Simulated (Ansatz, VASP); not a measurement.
# Zn2PtF6 in VASP and in Ansatz

```
Zn Pt F
1.0
     0.00000    4.04701    4.04701
     4.04701    0.00000    4.04701
     4.04701    4.04701    0.00000
Zn Pt F
2 1 6
Direct
  0.25000 0.25000 0.25000
  0.75000 0.75000 0.75000
  0.00000 0.00000 0.00000
  0.24166 0.75834 0.24166
  0.24166 0.75834 0.75834
  0.75834 0.75834 0.24166
  0.75834 0.24166 0.24166
  0.24166 0.24166 0.75834
  0.75834 0.24166 0.75834
```

Change from the starting cell: species swapped into the K2PtBr6 type (Fm-3m, No. 225).

Alike in both runs: functional PBE; k mesh 4 × 4 × 4; occupations gaussian, width 0.1 eV; no spin polarisation.

Ansatz relaxed the structure, and its values are those at the end. VASP's run is a single point on that final structure, the one shown.

|  | VASP | Ansatz |
| --- | --- | --- |
| version | VASP 6.6.1 | Ansatz 0.2.0 |
| potentials or method | VASP PAW PBE potentials, release 64 (Zn, Pt, F) | scalar-relativistic, plane waves, PAW |
| plane-wave cutoff (eV) | 520 | 420 |
| valence electrons in the cell | 76 | 84 |

```tsv
	VASP	Ansatz	Ansatz less VASP
gap on the k mesh at the Fermi level (eV)	none	none	-
pressure (GPa)	0.6	0.2	-0.37
rms of the force components (eV/Å)	0.068	0.001	-0.0674
```

A gap of «none» marks a metal or a gap that the smearing closes. The two sets of potentials don't hold the same shells in valence.

Spin-orbit coupling is left out, which matters for the levels of Pt.
